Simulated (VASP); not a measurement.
Given:

```
CELL_PARAMETERS angstrom
      0.00000     3.17009     3.17009
      3.17009     0.00000     3.17009
      3.17009     3.17009     0.00000
ATOMIC_POSITIONS crystal
  K  0.00000 0.00000 0.00000
  Br 0.50000 0.50000 0.50000
```

Computed with PBEsol GGA, VASP's PBE PAW potentials (set 64) (plane waves; VASP). Numerical set-up: 480 eV cut-off, 6×6×6 Γ-centred mesh, Gaussian smearing of 0.050 eV, potentials K_sv Br.

Q: What does the run give for the energy per atom (σ→0), pressure, band gap (on the k-mesh) with the smallest direct gap where there is one?

A: 
```
Property                                      Value
-----------------------------------  --------------
band gap (on the k-mesh)                    4.60 eV
smallest direct gap (on the k-mesh)         4.60 eV
energy per atom (σ→0)                -3.210 eV/atom
pressure                                   2.00 GPa
```

Total energies compare only between runs with the same potentials, cut-off and functional.

The compound is KBr in the rock salt structure. It was relaxed first under an external pressure of 2 GPa.
